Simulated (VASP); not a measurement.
# LiGe4N3 in VASP: a series of runs, part 2 of 2

VASP 6.6.1. Earlier steps stand in the parts before.

### 3 Relaxation of cell and atoms, PBE

This run uses another cell than the first one, of 15.17 Å³/atom, 1.257 times its volume.

INCAR reads:

```
SYSTEM = LiGe4N3
PREC     = Normal         ! precision mode
ENCUT    = 520            ! plane-wave cutoff, eV
EDIFF    = 1E-4           ! SCF threshold, eV
ISMEAR   = 0              ! smearing method
SIGMA    = 0.15           ! smearing width, eV
LREAL    = .FALSE.        ! projectors in reciprocal space
LASPH    = .TRUE.         ! aspherical terms in the spheres
NELM     = 60             ! most SCF steps
ALGO     = Fast           ! electronic algorithm
ISIF     = 3              ! what is computed and relaxed
LWAVE    = .FALSE.        ! write WAVECAR
LCHARG   = .FALSE.        ! write CHGCAR
GGA      = PE             ! functional
IBRION   = 2              ! ionic algorithm
NSW      = 24             ! ionic steps
EDIFFG   = -0.08          ! ionic threshold
```

KPOINTS reads:

```
Automatic mesh
0
G
  4 4 4
  0 0 0
```

POSCAR reads:

```
LiGe4N3
1.0
   -2.4747527600      2.4747527600      4.9547199300
    2.4747527600     -2.4747527600      4.9547199300
    2.4747527600      2.4747527600     -4.9547199300
Li Ge N
1 4 3
Direct
    0.0000000000      0.0000000000      0.0000000000
    0.6398707000      0.6398707000      0.5169956100
    0.1228750900      0.1228750900      0.4830043900
    0.8771249100      0.3601293000      0.0000000000
    0.3601293000      0.8771249100      0.0000000000
    0.2500000000      0.7500000000      0.5000000000
    0.5000000000      0.5000000000      0.0000000000
    0.7500000000      0.2500000000      0.5000000000
```

Potentials or basis: VASP PAW PBE potentials, release 64 (Li_sv, Ge_d, N).

On the command line:

```sh
$ cat potpaw_PBE.64/Li_sv/POTCAR potpaw_PBE.64/Ge_d/POTCAR potpaw_PBE.64/N/POTCAR > POTCAR
$ mpirun -np 1 vasp_std > vasp.out
```

OUTCAR:

```text
SYSTEM = LiGe4N3
   PREC = Normal
   ENCUT = 520
   EDIFF = 1E-4
   ISMEAR = 0
   LREAL = .FALSE.
   LASPH = .TRUE.
   NELM = 60
   ISIF = 3
   GGA = PE
   IBRION = 2
   NSW = 24
   EDIFFG = -0.08

 ion  position               nearest neighbor table
   1  0.000  0.000  0.000-   2 2.06   3 2.06   4 2.06   5 2.06
   2  0.640  0.640  0.517-   1 2.06   7 2.16   8 2.18   6 2.18
   3  0.123  0.123  0.483-   1 2.06   7 2.16   6 2.18   8 2.18
   4  0.877  0.360  0.000-   1 2.06   7 2.16   6 2.18   8 2.18
   5  0.360  0.877  0.000-   1 2.06   7 2.16   8 2.18   6 2.18
   6  0.250  0.750  0.500-   2 2.18   3 2.18   5 2.18   4 2.18
   7  0.500  0.500  0.000-   2 2.16   4 2.16   5 2.16   3 2.16
   8  0.750  0.250  0.500-   2 2.18   3 2.18   4 2.18   5 2.18

  LATTYP: Found a body centered tetragonal cell.
 ALAT       =     4.9495055200
 C/A-ratio  =     2.0021070428

[... 190 lines left out ...]
  -------------------------------------------------------------------------------------
  Total       -3.3034029     -3.3034029     -3.9936808      0.0000000      0.0000000      0.0000000
  in kB      -43.6043074    -43.6043074    -52.7158478      0.0000000      0.0000000      0.0000000
  external PRESSURE =     -46.6414876 kB  Pullay stress =       0.0000000 kB
[... 323 lines left out ...]
--------------------------------------- Ionic step        9  -------------------------------------------

 number of electron      73.9999919 magnetization

 Free energy of the ion-electron system (eV)
  ---------------------------------------------------
  ext. energy  EPLUGINS =         0.00000000
  ---------------------------------------------------
  free energy    TOTEN  =       -41.54139039 eV

  energy without entropy =      -41.53638807  energy(sigma->0) =      -41.53888923

 E-fermi :   5.3385     XC(G=0): -10.5544

 val. band max:        5.2425377040   @ k =  -0.2500   0.2500   0.0000
 cond. band min:       5.6683747504   @ k =   0.5000   0.5000   0.5000
 fundamental gap:      0.4258370464
 Fermi energy:         5.3384979080

 k-point     1 :       0.0000    0.0000    0.0000
  band No.  band energies     occupation
      1     -39.1737      2.00000
      2     -19.4378      2.00000
      3     -19.4264      2.00000
      4     -19.3966      2.00000
      5     -19.3966      2.00000
      6     -19.3886      2.00000
[... 635 lines left out ...]
  FREE ENERGIE OF THE ION-ELECTRON SYSTEM (eV)
  ---------------------------------------------------
  free  energy   TOTEN  =       -41.5413903861 eV

  energy  without entropy=      -41.5363880721  energy(sigma->0) =      -41.53888923

 reached required accuracy - stopping structural energy minimisation
```

CONTCAR:

```text
LiGe4N3
   1.00000000000000
    -2.4512679407252627    2.4512679407252627    4.8364958720300457
     2.4512679407252627   -2.4512679407252627    4.8364958720300457
     2.4512679407252627    2.4512679407252627   -4.8364958720300457
  Li              Ge              N
     1     4     3
Direct
     0.0000000000000000    0.0000000000000000    0.0000000000000000
     0.6147350817344760    0.6147350817344760    0.4818657760305964
     0.1328693057038794    0.1328693057038794    0.5181342239694035
     0.8671306942961203    0.3852649182655241    0.0000000000000000
     0.3852649182655241    0.8671306942961203    0.0000000000000000
     0.2500000000000000    0.7500000000000000    0.5000000000000000
     0.5000000000000000    0.5000000000000000    0.0000000000000000
     0.7500000000000000    0.2500000000000000    0.5000000000000000

  0.00000000E+00  0.00000000E+00  0.00000000E+00
  0.00000000E+00  0.00000000E+00  0.00000000E+00
  0.00000000E+00  0.00000000E+00  0.00000000E+00
  0.00000000E+00  0.00000000E+00  0.00000000E+00
  0.00000000E+00  0.00000000E+00  0.00000000E+00
  0.00000000E+00  0.00000000E+00  0.00000000E+00
  0.00000000E+00  0.00000000E+00  0.00000000E+00
  0.00000000E+00  0.00000000E+00  0.00000000E+00
```

Run time: 8.6 min. Hardware: 1 thread of Intel Xeon Platinum 8175M at 2.50GHz (Skylake/Cascade Lake), shared host; peak memory 0.24 GiB.

These settings aren't checked as converged: the numbers below hold their error.

What came out:

- Free energy: -41.5414 eV
- Relaxed volume: 14.53 Å³/atom
- Relaxed cell: a = 5.951 Å, b = 5.951 Å, c = 5.951 Å, α = 131.35°, β = 131.35°, γ = 71.26°
- Space group after relaxing (to 0.05 Å): I-42m (No. 121)
- Energy gained by relaxing: 97.9 meV/atom
- Ionic steps: 9
- Largest force after relaxing: 0.033 eV/Å
- Band gap on the k mesh: none (metal or under the smearing width)

Caveat: the k mesh is coarse (spacing up to 0.45 Å⁻¹), so the values aren't converged; the cutoff is under 1.25 times the usual one of these potentials, so pressure, stress and relaxed cells hold a basis-set (Pulay) error; the relaxation stopped at a loose force limit of 0.08 eV/Å, so its end isn't a converged minimum.
